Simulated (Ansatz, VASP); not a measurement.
# CoO: VASP beside Ansatz, part 2 of 2

Wanted: the spread between two codes on one cell, functional and k mesh. The cell is taken from a series of runs on this material, whose earlier steps may have relaxed, scaled, displaced or heated it; both programs get it as it stands.

VASP 6.6.1 and Ansatz 0.2.0.

So far: The structure; Ansatz: elastic constants, LDA.

## 3. VASP: elastic constants, LDA

Level of this step: LDA, spin-polarised from a ferromagnetic start; plane waves and PAW (Co, O) (VASP).

The same cell, functional (in two slightly different forms), mesh and smearing now go to VASP, with its own data sets.

Lines of VASP's logs that name or quote its potential files are left out, and so is its time.

INCAR

```
SYSTEM = CoO
PREC = Accurate
ENCUT = 600
EDIFF = 1E-08
NELM = 200
ISMEAR = -1
SIGMA = 0.08
LREAL = .FALSE.
ALGO = Normal
GGA = CA
NBANDS = 16
ISPIN = 2
MAGMOM = 2.34 0.33
LASPH = .TRUE.
LMAXMIX = 4
LORBIT = 11
LWAVE = .FALSE.
LCHARG = .FALSE.
ISIF = 3
IBRION = 6
NFREE = 2
POTIM = 0.015
NSW = 1
GGA_COMPAT = .FALSE.
```

POSCAR

```
CoO
1.0
    0.0000000000      2.1315000000      2.1315000000
    2.1315000000      0.0000000000      2.1315000000
    2.1315000000      2.1315000000      0.0000000000
Co O
1 1
Direct
    0.0000000000      0.0000000000      0.0000000000
    0.5000000000      0.5000000000      0.5000000000
```

KPOINTS

```
Automatic mesh
0
Gamma
8 8 8
0 0 0
```

PAW data sets: Co and O (LDA family, release 64).

The run is started by

```console
$ mpirun -np 1 vasp_std
```

Numbers of over 12 decimals in the logs are rounded to 6 here.

Log:

```text
[banner, memory and clock lines left out]
running    1 mpi-ranks, on    1 nodes
 distrk:  each k-point on    1 cores,    1 groups
 distr:  one band on    1 cores,    1 groups

 POSCAR found type information on POSCAR CoO
 POSCAR found :  2 types and       2 ions
 LDA part: xc-table for (Slater(with rela. corr.)+CA(PZ))
 , standard interpolation
 POSCAR, INCAR and KPOINTS ok, starting setup
 FFT: planning ... GRIDC
 FFT: planning ... GRID_SOFT
 FFT: planning ... GRID
 WAVECAR not read
 entering main loop
       N       E                     dE             d eps       ncg     rms          rms(c)
DAV:   1     0.808221085814E+02    0.80822E+02   -0.73172E+03  1872   0.121E+03
DAV:   2    -0.121467771822E+02   -0.92969E+02   -0.79715E+02  2072   0.249E+02
DAV:   3    -0.171524307605E+02   -0.50057E+01   -0.49077E+01  2160   0.618E+01
DAV:   4    -0.172119103758E+02   -0.59480E-01   -0.59456E-01  2448   0.643E+00
DAV:   5    -0.172135006167E+02   -0.15902E-02   -0.15902E-02  2344   0.105E+00    0.157E+01
DAV:   6    -0.162435339209E+02    0.96997E+00   -0.18195E+01  2184   0.689E+01    0.212E+01
DAV:   7    -0.148186841819E+02    0.14248E+01   -0.88959E+00  2240   0.560E+01    0.762E+00
DAV:   8    -0.147039613887E+02    0.11472E+00   -0.49766E-01  2616   0.103E+01    0.404E+00
DAV:   9    -0.146990390752E+02    0.49223E-02   -0.20169E-01  2736   0.774E+00    0.223E+00
DAV:  10    -0.146878801856E+02    0.11159E-01   -0.42656E-02  2736   0.371E+00    0.892E-01
DAV:  11    -0.146849191920E+02    0.29610E-02   -0.28263E-02  2616   0.284E+00    0.269E-01
DAV:  12    -0.146847275512E+02    0.19164E-03   -0.23758E-03  2616   0.557E-01    0.868E-02
DAV:  13    -0.146846784059E+02    0.49145E-04   -0.14722E-04  2552   0.114E-01    0.512E-02
DAV:  14    -0.146846685951E+02    0.98108E-05   -0.16653E-05  2864   0.406E-02    0.148E-02
DAV:  15    -0.146846673592E+02    0.12358E-05   -0.26111E-06  2552   0.345E-02    0.509E-03
DAV:  16    -0.146846675050E+02   -0.14578E-06   -0.90387E-07  2752   0.892E-03    0.159E-03
DAV:  17    -0.146846675072E+02   -0.21746E-08   -0.40352E-08  2248   0.258E-03
   1 F= -.14684668E+02 E0= -.14642316E+02  d E =-.847039E-01  mag=     2.7571
[... from here on, the cycles between the ionic steps are left out ...]
   2 F= -.14646220E+02 E0= -.14603929E+02  d E =-.845814E-01  mag=     2.7925
  11 F= -.14684659E+02 E0= -.14642438E+02  d E =-.844410E-01  mag=     2.7567
  12 F= -.14684659E+02 E0= -.14642439E+02  d E =-.844408E-01  mag=     2.7567
  13 F= -.14684659E+02 E0= -.14642438E+02  d E =-.844410E-01  mag=     2.7567
  14 F= -.14684758E+02 E0= -.14642437E+02  d E =-.846416E-01  mag=     2.7572
  15 F= -.14684757E+02 E0= -.14642436E+02  d E =-.846417E-01  mag=     2.7572
  16 F= -.14684758E+02 E0= -.14642437E+02  d E =-.846417E-01  mag=     2.7572
 Finite differences progress:
  Degree of freedom:   8/  8
  Displacement:        1/  2
  Total:              15/ 16
 bond charge predicted
       N       E                     dE             d eps       ncg     rms          rms(c)
DAV:   1    -0.146806698016E+02    0.40881E-02   -0.35276E+00  3776   0.130E+01    0.274E-01
DAV:   2    -0.146849897021E+02   -0.43199E-02   -0.47911E-02  4656   0.199E+00    0.108E-01
DAV:   3    -0.146847623329E+02    0.22737E-03   -0.61321E-04  4488   0.220E-01    0.666E-02
DAV:   4    -0.146847565483E+02    0.57846E-05   -0.15388E-04  5096   0.133E-01    0.322E-02
DAV:   5    -0.146847594816E+02   -0.29333E-05   -0.20309E-05  4864   0.627E-02    0.125E-02
DAV:   6    -0.146847589101E+02    0.57154E-06   -0.78032E-07  5712   0.123E-02    0.810E-03
DAV:   7    -0.146847584425E+02    0.46758E-06   -0.68504E-07  5008   0.101E-02    0.267E-03
DAV:   8    -0.146847584866E+02   -0.44054E-07   -0.22357E-07  4288   0.333E-03    0.898E-04
DAV:   9    -0.146847584840E+02    0.25384E-08   -0.32551E-09  2416   0.605E-04
  17 F= -.14684758E+02 E0= -.14642438E+02  d E =-.846414E-01  mag=     2.7572
 Finite differences progress:
  Degree of freedom:   8/  8
  Displacement:        2/  2
  Total:              16/ 16
```

Parts of OUTCAR (step 3):

```text
ion  position               nearest neighbor table
   1  0.000  0.000  0.000-   2 2.13   2 2.13   2 2.13   2 2.13   2 2.13   2 2.13
   2  0.500  0.500  0.500-   1 2.13   1 2.13   1 2.13   1 2.13   1 2.13   1 2.13

  LATTYP: Found a face centered cubic cell.
 ALAT       =     4.2630000000

 Subroutine GETGRP returns: Found 48 space group operations
 (whereof 48 operations were pure point group operations)

The static configuration has the point symmetry O_h .

 Found     29 irreducible k-points:

   k-points           NKPTS =     29   k-points in BZ     NKDIM =     29   number of bands    NBANDS=     16

   dimension x,y,z NGX =    24 NGY =   24 NGZ =   24
   dimension x,y,z NGXF=    48 NGYF=   48 NGZF=   48

   ENCUT  =  600.0 eV  44.10 Ry    6.64 a.u.   6.02  6.02  6.02*2*pi/ulx,y,z

   NELECT =      15.0000    total number of electrons

 k-points in reciprocal lattice and weights: Automatic mesh
   0.00000000  0.00000000  0.00000000       0.002
   0.12500000  0.00000000  0.00000000       0.016
   0.25000000  0.00000000  0.00000000       0.016
   0.37500000  0.00000000  0.00000000       0.016
   0.50000000  0.00000000  0.00000000       0.008
   0.12500000  0.12500000  0.00000000       0.012
   0.25000000  0.12500000  0.00000000       0.047
   0.37500000  0.12500000  0.00000000       0.047
   0.50000000  0.12500000  0.00000000       0.047
[...]
-0.37500000  0.50000000  0.12500000       0.023
  -0.25000000  0.50000000  0.25000000       0.012

 average (electrostatic) potential at core
       1 -81.0256       2 -69.4678

 E-fermi :   7.5995

 spin component 1
 k-point     1 :       0.0000    0.0000    0.0000
  band No.  band energies     occupation
    ...
      5       4.6524      1.00000
      6       4.6544      1.00000
      7       4.6641      1.00000
      8       4.6641      1.00000
      9       4.6813      1.00000
     10       8.5414      0.00001
     11      24.2177      0.00000
     12      25.5344      0.00000
     13      25.5344      0.00000
     14      25.5375      0.00000
    ...

 k-point     2 :       0.1250    0.0000    0.0000
  band No.  band energies     occupation
    ...
      5       4.7575      1.00000
      6       4.7575      1.00000
      7       5.0267      1.00000
      8       5.6994      1.00000
      9       5.7031      1.00000
     10       9.5118      0.00000
     11      21.7712      0.00000
     12      24.8874      0.00000
     13      24.8878      0.00000
     14      26.4153      0.00000
    ...

 k-point     3 :       0.2500    0.0000    0.0000
  band No.  band energies     occupation
    ...
      5       5.0203      1.00000
      6       5.0205      1.00000
      7       5.3502      1.00000
      8       6.7767      0.99997
      9       6.7782      0.99997
     10      11.1683      0.00000
     11      18.9553      0.00000
     12      23.0145      0.00000
     13      23.0157      0.00000
     14      26.8783      0.00000
    ...

 k-point     4 :       0.3750    0.0000    0.0000
  band No.  band energies     occupation
    ...
      5       5.2966      1.00000
      6       5.2968      1.00000
      7       5.7201      1.00000
      8       7.5552      0.63479
      9       7.5557      0.63340
     10      12.2758      0.00000
     11      17.1793      0.00000
     12      21.4020      0.00000
     13      21.4034      0.00000
     14      27.4606      0.00000
    ...

 k-point     5 :       0.5000    0.0000    0.0000
  band No.  band energies     occupation
    ...
      3       1.6383      1.00000
      4       1.6386      1.00000
      5       5.4152      1.00000
      6       5.4155      1.00000
      7       5.9126      1.00000
      8       7.8455      0.04416
      9       7.8456      0.04410
     10      12.5069      0.00000
     11      16.7186      0.00000
     12      20.7938      0.00000
    ...

 k-point     6 :       0.1250    0.1250    0.0000
  band No.  band energies     occupation
    ...
      5       4.5195      1.00000
      6       4.7078      1.00000
      7       5.3043      1.00000
      8       5.3072      1.00000
      9       5.7329      1.00000
     10       9.9193      0.00000
     11      22.0595      0.00000
     12      24.1928      0.00000
     13      24.1944      0.00000
     14      24.6565      0.00000
    ...

  Total       -2.4686865     -2.4750656     -2.4750656     -0.0000000     -0.0000000     -0.0000000
  in kB     -204.2163500   -204.7440491   -204.7440491     -0.0000000     -0.0000000     -0.0000000
  external PRESSURE =    -204.5681494 kB  Pullay stress =       0.0000000 kB

  energy-cutoff  :      600.00
  volume of cell :       19.37
      direct lattice vectors                 reciprocal lattice vectors
     0.000000000  2.131500000  2.131500000    -0.234576589  0.234576589  0.234576589
     2.131500000  0.000000000  2.131500000     0.234576589 -0.234576589  0.234576589
     2.131500000  2.131500000  0.000000000     0.234576589  0.234576589 -0.234576589

 POSITION                                       TOTAL-FORCE (eV/Angst)
 -----------------------------------------------------------------------------------
      0.00000      0.00000      0.00000         0.012381      0.000000      0.000000
      2.11650      2.13150      2.13150        -0.012381      0.000000      0.000000
 -----------------------------------------------------------------------------------
    total drift:                                0.000065      0.000000      0.000000

  FREE ENERGIE OF THE ION-ELECTRON SYSTEM (eV)
  ---------------------------------------------------
  free  energy   TOTEN  =       -14.6847584840 eV

  energy  without entropy=      -14.6001171000  energy(sigma->0) =      -14.64243779

  SYMMETRIZED ELASTIC MODULI (kBar)
 Direction    XX          YY          ZZ          XY          YZ          ZX
 --------------------------------------------------------------------------------
 XX        1230.8812   1472.3146   1472.3146     -0.0000      0.0000      0.0000
 YY        1472.3146   1230.8812   1472.3146      0.0000     -0.0000     -0.0000
 ZZ        1472.3146   1472.3146   1230.8812      0.0000      0.0000      0.0000
 XY          -0.0000      0.0000      0.0000     11.9975      0.0000      0.0000
 YZ           0.0000     -0.0000      0.0000      0.0000     11.9975      0.0000
 ZX           0.0000     -0.0000      0.0000      0.0000      0.0000     11.9975
 --------------------------------------------------------------------------------

 Eigenvectors and eigenvalues of the dynamical matrix
 ----------------------------------------------------

   1 f  =    0.002370 THz     0.014892 2PiTHz    0.079057 cm-1     0.009802 meV
             X         Y         Z           dx          dy          dz
      0.000000  0.000000  0.000000     0.138767    0.485286   -0.729522
      2.131500  2.131500  2.131500     0.072200    0.252493   -0.379569

   2 f  =    0.002370 THz     0.014892 2PiTHz    0.079057 cm-1     0.009802 meV
             X         Y         Z           dx          dy          dz
      0.000000  0.000000  0.000000     0.870971    0.004087    0.168391
      2.131500  2.131500  2.131500     0.453164    0.002126    0.087614

   3 f  =    0.002370 THz     0.014892 2PiTHz    0.079057 cm-1     0.009802 meV
             X         Y         Z           dx          dy          dz
      0.000000  0.000000  0.000000     0.095478   -0.742592   -0.475819
      2.131500  2.131500  2.131500     0.049677   -0.386369   -0.247567

   4 f/i=    3.995305 THz    25.103244 2PiTHz  133.269041 cm-1    16.523248 meV
             X         Y         Z           dx          dy          dz
      0.000000  0.000000  0.000000    -0.461560    0.000000   -0.000000
      2.131500  2.131500  2.131500     0.887109    0.000000    0.000000

   5 f/i=    3.995305 THz    25.103244 2PiTHz  133.269041 cm-1    16.523248 meV
             X         Y         Z           dx          dy          dz
      0.000000  0.000000  0.000000    -0.000000    0.461560   -0.000000
      2.131500  2.131500  2.131500     0.000000   -0.887109   -0.000000

   6 f/i=    3.995305 THz    25.103244 2PiTHz  133.269041 cm-1    16.523248 meV
             X         Y         Z           dx          dy          dz
      0.000000  0.000000  0.000000     0.000000    0.000000   -0.461560
      2.131500  2.131500  2.131500     0.000000   -0.000000    0.887109

 ELASTIC MODULI CONTR FROM IONIC RELAXATION (kBar)
 Direction    XX          YY          ZZ          XY          YZ          ZX
 --------------------------------------------------------------------------------
 XX           0.0000      0.0000      0.0000      0.0000      0.0000      0.0000
 YY           0.0000      0.0000      0.0000      0.0000      0.0000      0.0000
 ZZ           0.0000      0.0000      0.0000      0.0000      0.0000      0.0000
 XY           0.0000      0.0000      0.0000      0.0000      0.0000      0.0000
 YZ           0.0000      0.0000      0.0000      0.0000      0.0000      0.0000
 ZX           0.0000      0.0000      0.0000      0.0000      0.0000      0.0000
 --------------------------------------------------------------------------------

 TOTAL ELASTIC MODULI (kBar)
 Direction    XX          YY          ZZ          XY          YZ          ZX
 --------------------------------------------------------------------------------
 XX        1230.8812   1472.3146   1472.3146     -0.0000      0.0000      0.0000
 YY        1472.3146   1230.8812   1472.3146      0.0000     -0.0000     -0.0000
 ZZ        1472.3146   1472.3146   1230.8812      0.0000      0.0000      0.0000
 XY          -0.0000      0.0000      0.0000     11.9975      0.0000      0.0000
 YZ           0.0000     -0.0000      0.0000      0.0000     11.9975      0.0000
 ZX           0.0000     -0.0000      0.0000      0.0000      0.0000     11.9975
 --------------------------------------------------------------------------------

 total charge
# of ion       s       p       d       tot
------------------------------------------
    1        0.296   0.357   7.183   7.836
    2        1.543   3.381   0.000   4.924
--------------------------------------------------
tot          1.839   3.738   7.183  12.760

 magnetization (x)
# of ion       s       p       d       tot
------------------------------------------
    1        0.019   0.018   2.369   2.405
    2        0.028   0.262   0.000   0.290
--------------------------------------------------
tot          0.047   0.279   2.369   2.695

[... 6 further parts left out ...]
```

CONTCAR:

```
CoO
   1.00000000000000
     0.0000000000000000    2.1315000000000000    2.1315000000000000
     2.1315000000000000    0.0000000000000000    2.1315000000000000
     2.1315000000000000    2.1315000000000000    0.0000000000000000
  Co              O
     1     1
Direct
     0.0000000000000000    0.0000000000000000    0.0000000000000000
     0.5035186488388459    0.4964813511611541    0.4964813511611541
```

The cell holds one magnetic atom, so no antiferromagnetic order fits into it. The last energy, forces, stress and levels in OUTCAR belong to the last displaced cell, not to the cell of POSCAR. The k-mesh is coarse for a metal. With imaginary modes the cell is no minimum, so the ionic parts of its dielectric, piezoelectric and elastic tensors have no meaning. Oxides and halides of Co are often magnetic insulators, and a metal at this level, without U or exact exchange, may be an artefact.

Levels, forces or a CONTCAR printed for this step are those of its last displaced cell, not of the structure at rest.

## 4. Differences

Known differences besides the potentials themselves: VASP starts from the moments at which Ansatz ended; the two LDA forms differ slightly; the data sets hold 23 valence electrons in Ansatz (on its default PAW (the set named soft_2) files) and 15 in VASP; the cutoff is 260 eV in Ansatz and 600 eV in VASP; VASP's log shows a relativistic correction to its local exchange, Ansatz's none; VASP takes each elastic constant from one size of strain, Ansatz from those that its log lists; Ansatz's log warns that its cutoff lies below the recommended one. Total energies have different zeros and are not compared.

Compared:

| quantity | Ansatz | VASP | difference |
| --- | --- | --- | --- |
| C11 (GPa) | 7.9 | 123.1 | -93.57 % |
| C22 (GPa) | 7.9 | 123.1 | -93.57 % |
| C33 (GPa) | 7.9 | 123.1 | -93.57 % |
| C12 (GPa) | 96.9 | 147.2 | -34.17 % |
| C13 (GPa) | 96.9 | 147.2 | -34.17 % |
| C23 (GPa) | 96.9 | 147.2 | -34.17 % |
| C44 (GPa) | -17.8 | 1.2 | -1584.98 % |
| C55 (GPa) | -17.8 | 1.2 | -1584.98 % |
| C66 (GPa) | -17.8 | 1.2 | -1584.98 % |

## 5. Further runs

Further runs change the set-up of one program: Ansatz's method, potentials or start, or VASP's data sets, cutoff or form of LDA. The table gives Ansatz less VASP for each quantity, since a change that brings one quantity closer may part another.

| run | C11 (%) | C22 (%) | C33 (%) | C12 (%) | C13 (%) | C23 (%) |
| --- | --- | --- | --- | --- | --- | --- |
| as above | -94 | -94 | -94 | -34 | -34 | -34 |
| VASP with the data sets Co_sv and O | -94 | -94 | -94 | -36 | -36 | -36 |

## 6. Outcome

- difference in C44 (elastic constants, LDA): -1585 %

**Reading.** The difference in C44 is -1585 % (elastic constants, LDA), beyond the 5 % picked in this series as the mark of a large difference. The data sets hold unlike numbers of valence electrons (23 in Ansatz and 15 in VASP), so part of the differences comes from the potentials. For elastic constants, LDA, no further run moves any of the tabulated differences by more than a quarter of its size. Such differences can come from data sets, numerical settings and the points named under the comparisons, not from the functional's error against experiment.

[Lines on the potential files, build, host, timing and source positions are cut from VASP's logs without a mark.]

[Logs are printed without paths, hosts, clocks, repeated set-up lines and the standing remarks that a program may print on its own settings, such as how far it seeks lower states.]

[Hosts, paths, dates, database ids (printed as entryN), source tags and the programs' standing remarks are cut or masked in the printed files.]
